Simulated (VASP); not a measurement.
# KAl (Pm-3m) in VASP: further runs, part 2 of 2

VASP 6.6.1.

### Step 4. Band structure, LDA

File POSCAR:

```
KAl
1.0
    4.1269100000      0.0000000000      0.0000000000
    0.0000000000      4.1269100000      0.0000000000
    0.0000000000      0.0000000000      4.1269100000
K Al
1 1
Direct
    0.5000000000      0.5000000000      0.5000000000
    0.0000000000      0.0000000000      0.0000000000
```

File INCAR.step1:

```
PREC = Normal
ENCUT = 520
EDIFF = 1E-6
ISMEAR = -1
SIGMA = 0.05
LREAL = F
LASPH = T
NELM = 100
ALGO = Normal
ISIF = 2
LWAVE = F
LCHARG = T
LMAXMIX = 4
```

File KPOINTS.step1:

```
regular mesh
0
Gamma
  7 7 7
```

File INCAR.step2:

```
PREC = Normal
ENCUT = 520
EDIFF = 1E-6
ISMEAR = 0
SIGMA = 0.05
LREAL = F
LASPH = T
NELM = 100
ALGO = Normal
ISIF = 2
LWAVE = F
LCHARG = F
LMAXMIX = 4
ICHARG = 11
```

File KPOINTS.step2:

```
path GXMGRX,MR
20
line-mode
reciprocal
 0.0000000000  0.0000000000  0.0000000000  G
 0.0000000000  0.5000000000  0.0000000000  X

 0.0000000000  0.5000000000  0.0000000000  X
 0.5000000000  0.5000000000  0.0000000000  M

 0.5000000000  0.5000000000  0.0000000000  M
 0.0000000000  0.0000000000  0.0000000000  G

 0.0000000000  0.0000000000  0.0000000000  G
 0.5000000000  0.5000000000  0.5000000000  R

 0.5000000000  0.5000000000  0.5000000000  R
 0.0000000000  0.5000000000  0.0000000000  X

 0.5000000000  0.5000000000  0.0000000000  M
 0.5000000000  0.5000000000  0.5000000000  R
```

Potentials or basis: VASP PAW LDA potentials, release 64 (K_sv, Al).

Command:

```
> cat potpaw_LDA.64/K_sv/POTCAR potpaw_LDA.64/Al/POTCAR > POTCAR
> cp INCAR.step1 INCAR
> cp KPOINTS.step1 KPOINTS
> mpirun -np 1 vasp_std > vasp.out
> cp INCAR.step2 INCAR
> cp KPOINTS.step2 KPOINTS
> mpirun -np 1 vasp_std > vasp.out
```

OUTCAR:

```text
PREC = Normal
   ENCUT = 520
   EDIFF = 1E-6
   ISMEAR = 0
   LREAL = F
   LASPH = T
   NELM = 100
   ISIF = 2
   ICHARG = 11

 ion  position               nearest neighbor table
   1  0.500  0.500  0.500-   2 3.57   2 3.57   2 3.57   2 3.57   2 3.57   2 3.57   2 3.57   2 3.57

   2  0.000  0.000  0.000-   1 3.57   1 3.57   1 3.57   1 3.57   1 3.57   1 3.57   1 3.57   1 3.57

  LATTYP: Found a simple cubic cell.
 ALAT       =     4.1269100000

  Lattice vectors:

 A1 = (   4.1269100000,   0.0000000000,   0.0000000000)
 A2 = (   0.0000000000,   4.1269100000,   0.0000000000)
 A3 = (   0.0000000000,   0.0000000000,   4.1269100000)

Analysis of symmetry for initial positions (statically):
=====================================================================
 Subroutine PRICEL returns:
 Original cell was already a primitive cell.

 Routine SETGRP: Setting up the symmetry group for a
 simple cubic supercell.

 Subroutine GETGRP returns: Found 48 space group operations
 (whereof 48 operations were pure point group operations)
 out of a pool of 48 trial point group operations.

The static configuration has the point symmetry O_h .

Analysis of symmetry for dynamics (positions and initial velocities):
=====================================================================
 Subroutine PRICEL returns:
 Original cell was already a primitive cell.

 Routine SETGRP: Setting up the symmetry group for a
 simple cubic supercell.

 Subroutine GETGRP returns: Found 48 space group operations
 (whereof 48 operations were pure point group operations)
 out of a pool of 48 trial point group operations.

The dynamic configuration has the point symmetry O_h .

 Subroutine INISYM returns: Found 48 space group operations
 (whereof 48 operations are pure point group operations),
 and found     1 'primitive' translations

[... 109 lines left out ...]
   GGA     = CA    functional components
   LHFCALC =     F    Hartree Fock is set to
   AEXX    =    0.0000 exact exchange contribution
   IVDW    =     0    specifies the selected vdW correction
   LEPSILON=     F    determine dielectric tensor
   LRPA    =     F    only Hartree local field effects (RPA)
 non-spin polarized calculation
 Gauss-broadening in eV      SIGMA  =   0.05
  energy-cutoff  :      520.00
  volume of cell :       70.29
 maximum number of plane-waves:      1924

 number of electron      11.9999994 magnetization

 Free energy of the ion-electron system (eV)
  ---------------------------------------------------
  ext. energy  EPLUGINS =         0.00000000
  ---------------------------------------------------
  free energy    TOTEN  =        -4.23003995 eV

  energy without entropy =       -4.22680074  energy(sigma->0) =       -4.22842034

 E-fermi :   1.1198     XC(G=0):  -7.9352

 val. band max:        1.0981668936   @ k =   0.0000   0.2632   0.0000
 cond. band min:       1.1310740017   @ k =   0.4211   0.4211   0.4211
 fundamental gap:      0.0329071081
 Fermi energy:         1.1198301767

 k-point     1 :       0.0000    0.0000    0.0000
  band No.  band energies     occupation
      1     -28.9540      2.00000
      2     -12.6594      2.00000
      3     -12.6594      2.00000
      4     -12.6594      2.00000
      5      -4.2750      2.00000
      6       3.9831      0.00000
      7       3.9831      0.00000
      8       3.9831      0.00000
      9       4.1356      0.00000
     10       4.1356      0.00000
[... 287 lines left out ...]
 k-point    24 :       0.0789    0.5000    0.0000
  band No.  band energies     occupation
      1     -28.9445      2.00000
      2     -12.8311      2.00000
      3     -12.6524      2.00000
      4     -12.6419      2.00000
      5      -2.9520      2.00000
      6      -0.3710      2.00000
      7       3.5657      0.00000
      8       3.9103      0.00000
      9       5.5731      0.00000
     10       7.1175      0.00000

 [... further k-points ...]

------------------------ aborting loop because EDIFF is reached ----------------------------------------

  FORCE on cell =-STRESS in cart. coord.  units (eV):
  Direction    XX          YY          ZZ          XY          YZ          ZX
  --------------------------------------------------------------------------------------
  -------------------------------------------------------------------------------------
  Total       -0.9850923     -0.9850923     -0.9850923      0.0000000      0.0000000      0.0000000
  in kB      -22.4549719    -22.4549719    -22.4549719      0.0000000      0.0000000      0.0000000
  external PRESSURE =     -22.4549719 kB  Pullay stress =       0.0000000 kB

 VOLUME and BASIS-vectors are now :
 -----------------------------------------------------------------------------
  energy-cutoff  :      520.00
  volume of cell :       70.29
      direct lattice vectors                 reciprocal lattice vectors
     4.126910000  0.000000000  0.000000000     0.242312045  0.000000000  0.000000000
     0.000000000  4.126910000  0.000000000     0.000000000  0.242312045  0.000000000
     0.000000000  0.000000000  4.126910000     0.000000000  0.000000000  0.242312045

 POSITION                                       TOTAL-FORCE (eV/Angst)
 -----------------------------------------------------------------------------------
      2.06345      2.06345      2.06345         0.000000      0.000000      0.000000
      0.00000      0.00000      0.00000         0.000000      0.000000      0.000000
 -----------------------------------------------------------------------------------
    total drift:                                0.000000     -0.000000     -0.000000

  FREE ENERGIE OF THE ION-ELECTRON SYSTEM (eV)
  ---------------------------------------------------
  free  energy   TOTEN  =        -4.2300399456 eV

  energy  without entropy=       -4.2268007398  energy(sigma->0) =       -4.22842034
```

OUTCAR.step1:

```text
PREC = Normal
   ENCUT = 520
   EDIFF = 1E-6
   ISMEAR = -1
   LREAL = F
   LASPH = T
   NELM = 100
   ISIF = 2
[... 472 lines left out ...]
      2.06345      2.06345      2.06345         0.000000      0.000000      0.000000
      0.00000      0.00000      0.00000         0.000000      0.000000      0.000000
 -----------------------------------------------------------------------------------
    total drift:                                0.000000      0.000000     -0.000000

  FREE ENERGIE OF THE ION-ELECTRON SYSTEM (eV)
  ---------------------------------------------------
  free  energy   TOTEN  =        -4.2516119780 eV

  energy  without entropy=       -4.2385059654  energy(sigma->0) =       -4.24505897
```

It used 12 s of CPU time on 1 thread of Intel(R) Xeon(R) Platinum 8559C (Emerald Rapids), on a shared host, which was overloaded at the time.

Results:

```yaml
Band_gap_along_the_path: none (metal or under the smearing width)
```

Levels at the corners of the path, in eV from the Fermi level:
```tsv
point	band 3	band 4	band 5	band 6	band 7	band 8	band 9	band 10
Γ	-13.91	-13.91	-5.53	2.73	2.73	2.73	2.89	2.89
X	-13.89	-13.89	-4.23	-1.68	2.62	2.62	4.36	5.62
X	-13.89	-13.89	-4.23	-1.68	2.62	2.62	4.36	5.62
M	-14.05	-13.88	-3.66	-0.23	-0.23	2.13	3.91	5.28
M	-14.05	-13.88	-3.66	-0.23	-0.23	2.13	3.91	5.28
Γ	-13.91	-13.91	-5.53	2.73	2.73	2.73	2.89	2.89
Γ	-13.91	-13.91	-5.53	2.73	2.73	2.73	2.89	2.89
R	-14.02	-14.02	-2.49	-0.21	-0.21	-0.21	4.14	4.14
R	-14.02	-14.02	-2.49	-0.21	-0.21	-0.21	4.14	4.14
X	-13.89	-13.89	-4.23	-1.68	2.62	2.62	4.36	5.62
M	-14.05	-13.88	-3.66	-0.23	-0.23	2.13	3.91	5.28
R	-14.02	-14.02	-2.49	-0.21	-0.21	-0.21	4.14	4.14
```

Caveat: the log is that of the step along the path at fixed density, whose energy, stress, charges and moments have no meaning.

### Step 5. For comparison

An earlier run on the cell as given: functional PBE; potentials or basis VASP PAW PBE potentials, release 64 (K_sv, Al); cutoff 520 eV; k mesh 7 × 7 × 7; occupations fermi-dirac, width 0.05 eV; no spin polarisation.

* Pressure: 0.0 GPa
* Band gap on the k mesh: none (metal or under the smearing width)

### Step 6. Overview

```tsv
task	level	potentials or basis	other keys	pressure (GPa)
band structure	TPSS	VASP PAW PBE potentials, release 64 (K_sv, Al)	-	0.2
band structure	TB-mBJ	VASP PAW PBE potentials, release 64 (K_sv, Al)	-	-
band structure	LDA	VASP PAW LDA potentials, release 64 (K_sv, Al)	PREC = Normal; LMAXMIX = 4	-
single point	PBE	VASP PAW PBE potentials, release 64 (K_sv, Al)	-	0.0
```

Alike in all rows: no spin polarisation; cell as given; k mesh 7 × 7 × 7; cutoff (eV) 520; smearing fermi-dirac 0.05 eV.

Caveats: the PAW data sets were made with another functional, which shifts forces and pressure a little (some runs).

Total energies depend on the potentials used, so only differences within one code and one set of settings carry meaning.
